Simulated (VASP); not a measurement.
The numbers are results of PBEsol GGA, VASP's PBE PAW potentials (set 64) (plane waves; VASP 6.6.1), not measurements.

VASP ran on this input.

INCAR:
```
# general
SYSTEM  = Te4Pt3
PREC    = Accurate
ENCUT   = 300
LREAL   = .FALSE.
LASPH   = .TRUE.

# electronic loop
EDIFF   = 1E-6
NELM    = 100
ALGO    = Normal
LMAXMIX = 6

# smearing
ISMEAR  = 0
SIGMA   = 0.1

# functional
GGA     = PS

# ions
ISIF    = 2

# output
LWAVE   = .FALSE.
LCHARG  = .FALSE.
```

File KPOINTS:
```
Regular mesh
0
gamma
4 4 4
0 0 0
```

POSCAR:
```
Te4Pt3
11.7966670
  0.1690307949   0.0975899379   1.0000000000
 -0.1690307949   0.0975899379   1.0000000000
  0.0000000000  -0.1951799606   1.0000000000
Te Pt
4 3
Direct
  0.4430000000   0.4430000000   0.4430000000
  0.5570000000   0.5570000000   0.5570000000
  0.2950000000   0.2950000000   0.2950000000
  0.7050000000   0.7050000000   0.7050000000
  0.0000000000   0.0000000000   0.0000000000
  0.1460000000   0.1460000000   0.1460000000
  0.8540000000   0.8540000000   0.8540000000
```

POTCAR, in this order: Te Pt (PBE.64 set). Program: vasp_std.

Question: What will the output report for the number of irreducible k-points (NKPTS), largest plane-wave count, number of space-group operations, FFT grid (NGX, NGY, NGZ)?

Answer: 
The number of irreducible k-points (NKPTS) comes out as 13. The largest plane-wave count is 1960, the number of space-group operations is 12 and the FFT grid (NGX, NGY, NGZ) is 70 × 70 × 70.

The structure comes from a measured Te4Pt3 entry of the Crystallography Open Database, whose conditions weren't checked. The cell was not relaxed at this level. The k-mesh is coarse (spacing up to 0.46 per Å, 2π included), so the numbers may not be converged in it.
